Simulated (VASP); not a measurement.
Energy against volume of NiSi$_{2}$ (fluorite). All values below come from PBEsol GGA, VASP's PBE PAW potentials (set 64) (plane waves; VASP).

| V (Å³/atom) | E (eV/atom) |
|---|---|
| 12.327 | -6.30325 |
| 12.721 | -6.32216 |
| 13.114 | -6.32702 |
| 13.508 | -6.31985 |
| 13.901 | -6.30280 |

Problem. Fit a third-order Birch-Murnaghan equation of state.

Solution. 
| Quantity | Value |
|---|---|
| volume per atom | 13.06 Å^3/atom |
| bulk modulus | 164 GPa |
| pressure derivative of the bulk modulus | 4.78 |
| lattice constant a | 5.392 Å |

Measured: a 5.406 Å (computed value off by -0.3 %), as given by Wikipedia, Nickel silicide. The calculation is for a static lattice, while the measured a holds thermal and zero-point effects, which are part of the difference.

The compound is NiSi2 in the fluorite structure. It was relaxed first. The run is not spin-polarised, so no magnetic state was tried.
